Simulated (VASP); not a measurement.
Output of a VASP run:

### OSZICAR
```
...
DAV:   1    -0.501878599420E+03   -0.19932E-02   -0.72392E-01   376   0.209E+00    0.138E-01
RMM:   2    -0.501879155008E+03   -0.55559E-03   -0.11058E-02   364   0.234E-01    0.750E-02
RMM:   3    -0.501879074429E+03    0.80579E-04   -0.14553E-03   365   0.852E-02    0.425E-02
RMM:   4    -0.501879056182E+03    0.18246E-04   -0.43579E-04   366   0.410E-02    0.162E-02
RMM:   5    -0.501879062961E+03   -0.67783E-05   -0.75370E-05   299   0.168E-02
   7 F= -.50187906E+03 E0= -.50187906E+03  d E =-.202557E-01
       N       E                     dE             d eps       ncg     rms          rms(c)
DAV:   1    -0.501885753076E+03   -0.66969E-02   -0.21754E+00   376   0.367E+00    0.234E-01
RMM:   2    -0.501887882049E+03   -0.21290E-02   -0.34208E-02   364   0.410E-01    0.125E-01
RMM:   3    -0.501887755065E+03    0.12698E-03   -0.42962E-03   366   0.147E-01    0.784E-02
RMM:   4    -0.501887663547E+03    0.91517E-04   -0.13610E-03   366   0.741E-02    0.260E-02
RMM:   5    -0.501887683076E+03   -0.19529E-04   -0.23225E-04   390   0.296E-02    0.178E-02
RMM:   6    -0.501887685663E+03   -0.25867E-05   -0.32398E-05   257   0.125E-02
   8 F= -.50188769E+03 E0= -.50188769E+03  d E =-.862270E-02
       N       E                     dE             d eps       ncg     rms          rms(c)
DAV:   1    -0.501887810327E+03   -0.12725E-03   -0.51568E-02   424   0.564E-01    0.360E-02
RMM:   2    -0.501887860985E+03   -0.50658E-04   -0.81314E-04   364   0.629E-02    0.193E-02
RMM:   3    -0.501887858536E+03    0.24486E-05   -0.10591E-04   336   0.230E-02    0.123E-02
RMM:   4    -0.501887856596E+03    0.19398E-05   -0.30579E-05   251   0.113E-02
   9 F= -.50188786E+03 E0= -.50188786E+03  d E =-.879364E-02
       N       E                     dE             d eps       ncg     rms          rms(c)
DAV:   1    -0.501890426061E+03   -0.25675E-02   -0.95848E-01   370   0.247E+00    0.154E-01
RMM:   2    -0.501891389444E+03   -0.96338E-03   -0.14576E-02   364   0.271E-01    0.797E-02
RMM:   3    -0.501891349372E+03    0.40072E-04   -0.17233E-03   365   0.959E-02    0.491E-02
RMM:   4    -0.501891311534E+03    0.37838E-04   -0.52730E-04   365   0.477E-02    0.158E-02
RMM:   5    -0.501891320341E+03   -0.88067E-05   -0.98840E-05   324   0.191E-02
  10 F= -.50189132E+03 E0= -.50189132E+03  d E =-.346374E-02
       N       E                     dE             d eps       ncg     rms          rms(c)
DAV:   1    -0.501891422465E+03   -0.11093E-03   -0.80963E-02   408   0.719E-01    0.449E-02
RMM:   2    -0.501891506681E+03   -0.84216E-04   -0.12575E-03   364   0.797E-02    0.234E-02
RMM:   3    -0.501891504122E+03    0.25585E-05   -0.15188E-04   365   0.287E-02    0.148E-02
RMM:   4    -0.501891501292E+03    0.28304E-05   -0.47463E-05   291   0.143E-02
  11 F= -.50189150E+03 E0= -.50189150E+03  d E =-.364470E-02
       N       E                     dE             d eps       ncg     rms          rms(c)
DAV:   1    -0.501892194921E+03   -0.69080E-03   -0.22044E-01   370   0.121E+00    0.772E-02
RMM:   2    -0.501892405663E+03   -0.21074E-03   -0.35344E-03   364   0.137E-01    0.412E-02
RMM:   3    -0.501892389053E+03    0.16611E-04   -0.43239E-04   365   0.484E-02    0.251E-02
RMM:   4    -0.501892380359E+03    0.86936E-05   -0.14070E-04   367   0.242E-02    0.839E-03
RMM:   5    -0.501892382113E+03   -0.17535E-05   -0.21385E-05   237   0.967E-03
  12 F= -.50189238E+03 E0= -.50189238E+03  d E =-.880821E-03
```

File OUTCAR:
```
------------------------ aborting loop because EDIFF is reached ----------------------------------------
  FORCE on cell =-STRESS in cart. coord.  units (eV):
  Direction    XX          YY          ZZ          XY          YZ          ZX
  --------------------------------------------------------------------------------------
  Total       39.9727233     40.2016066     30.8982037     -0.0059687     -0.0023299     -0.0133644
  in kB       83.7721945     84.2518732     64.7544154     -0.0125089     -0.0048828     -0.0280081
  external PRESSURE =      77.5928277 kB  Pullay stress =       0.0000000 kB
  volume of cell :      764.49
      direct lattice vectors                 reciprocal lattice vectors
     4.693267657 -8.128978018  0.000000000     0.106535582 -0.061508347  0.000000000
     4.693267657  8.128978018  0.000000000     0.106535582  0.061508347  0.000000000
     0.000000000  0.000000000 10.019202615     0.000000000  0.000000000  0.099808342
  FREE ENERGIE OF THE ION-ELECTRON SYSTEM (eV)
  ---------------------------------------------------
  free  energy   TOTEN  =      -501.8923821126 eV

  energy  without entropy=     -501.8923821126  energy(sigma->0) =     -501.89238211

 reached required accuracy - stopping structural energy minimisation
```
(Selected blocks of OUTCAR.)

### POSCAR
```
Al36CN35
1
    4.6932676572    -8.1289780182     0.0000000000
    4.6932676572     8.1289780182     0.0000000000
    0.0000000000     0.0000000000    10.0192026154
Al N C
36 35 1
Direct
  0.2222220000   0.1111110000   0.2500000000
  0.1111110000   0.2222220000   0.0000000000
  0.2222220000   0.1111110000   0.7500000000
  0.1111110000   0.2222220000   0.5000000000
  0.2222220000   0.4444440000   0.2500000000
  0.1111110000   0.5555560000   0.0000000000
  0.2222220000   0.4444440000   0.7500000000
  0.1111110000   0.5555560000   0.5000000000
  0.2222220000   0.7777780000   0.2500000000
  0.1111110000   0.8888890000   0.0000000000
  0.2222220000   0.7777780000   0.7500000000
  0.1111110000   0.8888890000   0.5000000000
  0.5555560000   0.1111110000   0.2500000000
  0.4444440000   0.2222220000   0.0000000000
  0.5555560000   0.1111110000   0.7500000000
  0.4397360000   0.2203200000   0.5046710000
  0.5571840000   0.4460250000   0.2459610000
  0.4444440000   0.5555560000   0.0000000000
  0.5545470000   0.4373230000   0.7540680000
  0.4407960000   0.5484920000   0.4999970000
  0.5555560000   0.7777780000   0.2500000000
  0.4444440000   0.8888890000   0.0000000000
  0.5555560000   0.7777780000   0.7500000000
  0.4444440000   0.8888890000   0.5000000000
  0.8888890000   0.1111110000   0.2500000000
  0.7777780000   0.2222220000   0.0000000000
  0.8888890000   0.1111110000   0.7500000000
  0.7777780000   0.2222220000   0.5000000000
  0.8888890000   0.4444440000   0.2500000000
  0.7777780000   0.5555560000   0.0000000000
  0.8888890000   0.4444440000   0.7500000000
  0.7835620000   0.5578540000   0.5018050000
  0.8888890000   0.7777780000   0.2500000000
  0.7777780000   0.8888890000   0.0000000000
  0.8888890000   0.7777780000   0.7500000000
  0.7777780000   0.8888890000   0.5000000000
  0.2181450000   0.1084970000   0.4397360000
  0.1111110000   0.2222220000   0.1910000000
  0.2222220000   0.1111110000   0.9410000000
  0.1111110000   0.2222220000   0.6910000000
  0.2180910000   0.4423610000   0.4440060000
  0.1111110000   0.5555560000   0.1910000000
  0.2222220000   0.4444440000   0.9410000000
  0.1111110000   0.5555560000   0.6910000000
  0.2222220000   0.7777780000   0.4410000000
  0.1111110000   0.8888890000   0.1910000000
  0.2222220000   0.7777780000   0.9410000000
  0.1111110000   0.8888890000   0.6910000000
  0.5503230000   0.1083880000   0.4418630000
  0.4419780000   0.2201900000   0.1940990000
  0.5555560000   0.1111110000   0.9410000000
  0.4438190000   0.2175780000   0.6870580000
  0.4459620000   0.5541100000   0.1901380000
  0.5555560000   0.4444440000   0.9410000000
  0.4419650000   0.5537780000   0.6923320000
  0.5532580000   0.7743740000   0.4432600000
  0.4444440000   0.8888890000   0.1910000000
  0.5555560000   0.7777780000   0.9410000000
  0.4444440000   0.8888890000   0.6910000000
  0.8888890000   0.1111110000   0.4410000000
  0.7777780000   0.2222220000   0.1910000000
  0.8888890000   0.1111110000   0.9410000000
  0.7777780000   0.2222220000   0.6910000000
  0.8918290000   0.4506520000   0.4402910000
  0.7795740000   0.5530570000   0.1957860000
  0.8888890000   0.4444440000   0.9410000000
  0.7794750000   0.5604850000   0.6901360000
  0.8907480000   0.7819960000   0.4372180000
  0.7777780000   0.8888890000   0.1910000000
  0.8888890000   0.7777780000   0.9410000000
  0.7777780000   0.8888890000   0.6910000000
  0.5580910000   0.4449320000   0.4450700000
```

Task: Reconstruct the remaining input files.

Result: This is not unique; one that fits is the input of the run itself, PBE GGA, plane waves, VASP's PBE PAW potentials (set 64).

### KPOINTS
```
Automatic mesh
0
Gamma
1 1 1
0 0 0
```

### INCAR
```
! general
SYSTEM=Al36CN35
PREC  =Normal
ENCUT =400
LREAL =Auto
LASPH =.TRUE.
ISYM  =0
NELECT=290.0

! electronic loop
EDIFF =1E-5
NELM  =100
NELMIN=4
ALGO  =Fast

! smearing
ISMEAR=0
SIGMA =0.05

! functional
GGA   =PE

! ions
IBRION=2
NSW   =60
ISIF  =2
EDIFFG=-0.03

! output
LWAVE =.FALSE.
LCHARG=.FALSE.
```

POTCAR, in this order: Al N C (PBE.64 set). Program: vasp_gam.

At this cut-off the stress carries a Pulay error, which pulls relaxed volumes low. The cell is charged, with a uniform compensating background. The supercell is sampled at Γ alone, which is coarse: total energies, pressure and levels can be off, energies of defects by several tenths of an eV.

The cell is a supercell with a defect, built from AlN (wurtzite): C_N, charge -3. The run is not spin-polarised, so no state with unpaired spins was tried.
